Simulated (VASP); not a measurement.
Level of theory: r2SCAN meta-GGA, VASP's PBE PAW potentials (set 64) (plane waves; VASP 6.6.1).

Input for VASP

KPOINTS:
```
Automatic mesh
0
G
14 14 14
```

**POSCAR**
```
In
1
   -1.6022342061     1.6184183900     2.5045739844
    1.6022342061    -1.6184183900     2.5045739844
    1.6022342061     1.6184183900    -2.5045739844
In
1
Direct
  0.0000000000   1.0000000000   1.0000000000
```

**INCAR**
```
PREC  =  Accurate
LWAVE  =  .FALSE.
SIGMA  =  0.1   # width (eV)
LCHARG  =  .FALSE.
EDIFF  =  1E-7   # SCF stop (eV)
ALGO  =  Normal   # blocked Davidson
LREAL  =  .FALSE.   # projection in real space or not
LASPH  =  .TRUE.   # aspherical one-centre terms
ISIF  =  2   # forces and stress, cell fixed
NELM  =  100   # most electronic steps
LMAXMIX  =  4
ENCUT  =  480   # plane-wave cut-off (eV)
METAGGA  =  R2SCAN
ISMEAR  =  1   # Methfessel-Paxton
SYSTEM  =  In
LMIXTAU  =  .TRUE.
```

POTCAR, in this order: In_d (PBE.64 set). Program: vasp_std.

### Question
What will the output report for the number of irreducible k-points (NKPTS), number of bands (NBANDS), largest plane-wave count, number of space-group operations, FFT grid (NGX, NGY, NGZ)?

### Answer

```json
{
  "number of irreducible k-points (NKPTS)": "428",
  "number of bands (NBANDS)": "10",
  "largest_plane_wave_count": "637",
  "number_of_space_group_operations": "8",
  "FFT grid (NGX, NGY, NGZ)": "24 × 24 × 24"
}
```

The compound is In in the bct structure. This cell was strained or had an atom moved on purpose.
